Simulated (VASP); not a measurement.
**C (Diamond): GW quasiparticle gap**

Wanted: how far GW moves the Kohn-Sham levels of C (Diamond). The cell has space group Fd-3m. The start is a cell from a database of measured crystal structures.

Method: LDA; plane waves and PAW (C_GW), in the first sound run; inputs show where later runs differ, in VASP 6.6.1.

Report form: the programs' logs are mostly left out.

## (1) Set-up

Symmetry: Fd-3m, No. 227, cubic system. Conventional cell: a = 3.567 Å, b = 3.567 Å, c = 3.567 Å, α = 90.00°, β = 90.00°, γ = 90.00°. Nearest to C lie 4 C at 1.54 Å.

As a file:

```cif
data_structure
_symmetry_space_group_name_H-M 'Fd-3m:1'
_symmetry_Int_Tables_number 227
_cell_length_a 3.5667
_cell_length_b 3.5667
_cell_length_c 3.5667
_cell_angle_alpha 90.000
_cell_angle_beta 90.000
_cell_angle_gamma 90.000
_cell_volume 45.37
loop_
_atom_site_label
_atom_site_type_symbol
_atom_site_symmetry_multiplicity
_atom_site_Wyckoff_symbol
_atom_site_fract_x
_atom_site_fract_y
_atom_site_fract_z
_atom_site_occupancy
C1 C 8 a 0.25000 0.25000 0.25000 1
```

## (2) Empty bands

The next step needs empty bands that the ground-state run didn't converge, so the Hamiltonian is diagonalised exactly for NBANDS bands, in a single step. LOPTICS writes the k-derivatives of the orbitals (WAVEDER), which give the long-wavelength limit of the screening.

File INCAR:

```
SYSTEM = C
PREC = Accurate
ENCUT = 440
ISMEAR = 0
SIGMA = 0.01
LREAL = .FALSE.
GGA = CA
NBANDS = 12
ALGO = Exact
NELM = 1
LWAVE = .TRUE.
LCHARG = .FALSE.
LOPTICS = .TRUE.
NEDOS = 1000
CSHIFT = 0.1
```

File POSCAR:

```
C
1.0
    0.0000000000      1.7833700000      1.7833700000
    1.7833700000      0.0000000000      1.7833700000
    1.7833700000      1.7833700000      0.0000000000
C
2
Direct
    0.7500000000      0.7500000000      0.7500000000
    0.5000000000      0.5000000000      0.5000000000
```

File KPOINTS:

```
Automatic mesh
0
Gamma
8 8 8
0 0 0
```

The projector-augmented-wave data sets are C_GW (LDA family, release 64).

Run with:

```bash
$ mpirun -np 4 vasp_std
```

The job ended after 1.6 s (4 MPI ranks of AMD EPYC 9R45, shared host; peak memory 0.35 GiB).

The gap is read on the k-mesh alone, so it is an upper bound where the band edges lie off the mesh.

A gap read on the k-mesh alone can miss the band edges.

Numbers from this step:

- gap on the k-mesh: 4.103 eV
- least direct gap on the k-mesh: 5.547 eV

WAVECAR now holds 12 bands for 8 electrons. Its independent-particle dielectric tensor has xx, yy, zz = 6.0, 6.0, 6.0 on this mesh, which isn't tested for convergence in mesh or bands and lacks local fields.

## (3) G0W0, bands in the sums 12

This step: G0W0 on LDA; plane waves and PAW (C_GW) (VASP 6.6.1).

G0W0 keeps orbitals and screening fixed and shifts each of the lowest NBANDSGW levels once.

File INCAR:

```
SYSTEM = C
PREC = Accurate
ENCUT = 440
ISMEAR = 0
SIGMA = 0.01
LREAL = .FALSE.
GGA = CA
NBANDS = 12
ALGO = EVGW0
NELMGW = 1
ENCUTGW = 180
NOMEGA = 48
PRECFOCK = Fast
NBANDSGW = 12
LWAVE = .FALSE.
LCHARG = .FALSE.
```

POSCAR is that of step 2.

KPOINTS is that of step 2.

Run with:

```bash
$ mpirun -np 4 vasp_std
```

The job ended after 27 s (4 MPI ranks; peak memory 0.49 GiB).

Numbers from this step:

| Quantity | Value |
| --- | --- |
| quasiparticle gap on the mesh | 5.425 eV |
| smallest direct quasiparticle gap on the mesh | 7.470 eV |
| gap of the starting orbitals on the mesh | 4.103 eV |

GW takes the gap from 4.103 to 5.425 eV. The value holds for 12 bands, ENCUTGW = 180 eV and this mesh, and isn't shown to be converged in them.

## (4) Empty bands

This step: LDA; plane waves and PAW (C_GW) (VASP 6.6.1).

The empty bands are made again, for the run that follows.

File INCAR:

```
SYSTEM = C
PREC = Accurate
ENCUT = 440
ISMEAR = 0
SIGMA = 0.01
LREAL = .FALSE.
GGA = CA
NBANDS = 20
ALGO = Exact
NELM = 1
LWAVE = .TRUE.
LCHARG = .FALSE.
LOPTICS = .TRUE.
NEDOS = 1000
CSHIFT = 0.1
```

POSCAR is that of step 3.

KPOINTS is that of step 3.

Run with:

```bash
$ mpirun -np 4 vasp_std
```

Elapsed: 1.6 s, on 4 MPI ranks; peak memory 0.36 GiB.

WAVECAR now holds 20 bands for 8 electrons.

## (5) G0W0, bands in the sums 20

This step: G0W0 on LDA; plane waves and PAW (C_GW) (VASP 6.6.1).

The sums now run over 20 bands at the same response cutoff.

File INCAR:

```
SYSTEM = C
PREC = Accurate
ENCUT = 440
ISMEAR = 0
SIGMA = 0.01
LREAL = .FALSE.
GGA = CA
NBANDS = 20
ALGO = EVGW0
NELMGW = 1
ENCUTGW = 180
NOMEGA = 48
PRECFOCK = Fast
NBANDSGW = 12
LWAVE = .FALSE.
LCHARG = .FALSE.
```

POSCAR is that of step 4.

KPOINTS is that of step 4.

Run with:

```bash
$ mpirun -np 4 vasp_std
```

Elapsed: 36 s, on 4 MPI ranks; peak memory 0.54 GiB.

The gap is now 5.379 eV, -45 meV against the GW run before.

## (6) Empty bands

This step: LDA; plane waves and PAW (C_GW) (VASP 6.6.1).

File INCAR:

```
SYSTEM = C
PREC = Accurate
ENCUT = 440
ISMEAR = 0
SIGMA = 0.01
LREAL = .FALSE.
GGA = CA
NBANDS = 40
ALGO = Exact
NELM = 1
LWAVE = .TRUE.
LCHARG = .FALSE.
LOPTICS = .TRUE.
NEDOS = 1000
CSHIFT = 0.1
```

POSCAR is that of step 5.

KPOINTS is that of step 5.

Run with:

```bash
$ mpirun -np 4 vasp_std
```

Wall time 1.8 s (4 MPI ranks); peak memory 0.36 GiB; 4.6 s of CPU time.

WAVECAR now holds 40 bands for 8 electrons.

## (7) G0W0, bands in the sums 40

This step: G0W0 on LDA; plane waves and PAW (C_GW) (VASP 6.6.1).

The sums now run over 40 bands at the same response cutoff.

File INCAR:

```
SYSTEM = C
PREC = Accurate
ENCUT = 440
ISMEAR = 0
SIGMA = 0.01
LREAL = .FALSE.
GGA = CA
NBANDS = 40
ALGO = EVGW0
NELMGW = 1
ENCUTGW = 180
NOMEGA = 48
PRECFOCK = Fast
NBANDSGW = 12
LWAVE = .FALSE.
LCHARG = .FALSE.
```

POSCAR is that of step 6.

KPOINTS is that of step 6.

Run with:

```bash
$ mpirun -np 4 vasp_std
```

Run time: 58 s. Hardware: 4 MPI ranks; peak memory 0.64 GiB.

The gap is now 5.375 eV, -4 meV against the GW run before.

## (8) Empty bands

This step: LDA; plane waves and PAW (C_GW) (VASP 6.6.1).

File INCAR:

```
SYSTEM = C
PREC = Accurate
ENCUT = 440
ISMEAR = 0
SIGMA = 0.01
LREAL = .FALSE.
GGA = CA
NBANDS = 64
ALGO = Exact
NELM = 1
LWAVE = .TRUE.
LCHARG = .FALSE.
LOPTICS = .TRUE.
NEDOS = 1000
CSHIFT = 0.1
```

POSCAR is that of step 7.

KPOINTS is that of step 7.

Run with:

```bash
$ mpirun -np 4 vasp_std
```

It took 1.8 s on 4 MPI ranks; peak memory 0.36 GiB.

WAVECAR now holds 64 bands for 8 electrons.

## (9) G0W0, bands in the sums 64

This step: G0W0 on LDA; plane waves and PAW (C_GW) (VASP 6.6.1).

The sums now run over 64 bands at the same response cutoff.

File INCAR:

```
SYSTEM = C
PREC = Accurate
ENCUT = 440
ISMEAR = 0
SIGMA = 0.01
LREAL = .FALSE.
GGA = CA
NBANDS = 64
ALGO = EVGW0
NELMGW = 1
ENCUTGW = 180
NOMEGA = 48
PRECFOCK = Fast
NBANDSGW = 12
LWAVE = .FALSE.
LCHARG = .FALSE.
```

POSCAR is that of step 8.

KPOINTS is that of step 8.

Run with:

```bash
$ mpirun -np 4 vasp_std
```

Elapsed: 83 s, on 4 MPI ranks; peak memory 0.76 GiB; 5.5 min of CPU time.

The gap is now 5.383 eV, +8 meV against the GW run before.

## (10) Summary

This step: GW series: G0W0 on LDA; plane waves and PAW (VASP 6.6.1).

No new run; the numbers come from the runs before.

Cost is wall time times ranks on a shared host, with the step that makes the empty bands. GW runs:

| level | bands | ENCUTGW (eV) | NOMEGA | k mesh | starting gap (eV) | quasiparticle gap (eV) | direct gap (eV) | cost (core minutes) |
| --- | --- | --- | --- | --- | --- | --- | --- | --- |
| G0W0 | 12 | 180 | 48 | 8x8x8 | 4.103 | 5.425 | 7.47 | 1.91 |
| G0W0 | 20 | 180 | 48 | 8x8x8 | 4.103 | 5.379 | 7.364 | 2.51 |
| G0W0 | 40 | 180 | 48 | 8x8x8 | 4.103 | 5.375 | 7.301 | 3.99 |
| G0W0 | 64 | 180 | 48 | 8x8x8 | 4.103 | 5.383 | 7.294 | 5.65 |

## (11) Summary of results

```json
{
  "G0W0 on LDA, 64 bands, ENCUTGW 180 eV, NOMEGA 48, mesh 8×8×8": "4.103 → 5.383 eV",
  "G0W0 on LDA, 12 bands, ENCUTGW 180 eV, NOMEGA 48, mesh 8×8×8": "4.103 → 5.425 eV"
}
```

What this shows: G0W0 gives a quasiparticle gap of 5.383 eV on the mesh, 1.28 eV over the LDA gap on the same mesh. The steps of the series move the gap by -45, -4, +8 meV; the last costs 1.4 times the one before. The last step lies within a tolerance of 30 meV, picked for this account, and the last two together move the gap by +4 meV. Response cutoff and mesh weren't varied, so the series can only reach this cutoff's value, and band edges off the mesh aren't seen. Not tabulated here, as repeats of values shown or as unfit to read for their mesh, reference level or band range: eps2 curves (empty bands); eps1 curves and static values (empty bands); gaps (empty bands).

[Lines on the potential files, build, host, timing and source positions are cut from VASP's logs without a mark.]

[Logs are printed without paths, hosts, clocks, repeated set-up lines and the standing remarks that a program may print on its own settings, such as how far it seeks lower states.]

[Hosts, paths, dates, database ids (printed as entryN), source tags and the programs' standing remarks are cut or masked in the printed files.]

[Pressures printed for these runs are not shown converged in the cutoff: they can be off by several GPa and have the wrong sign.]
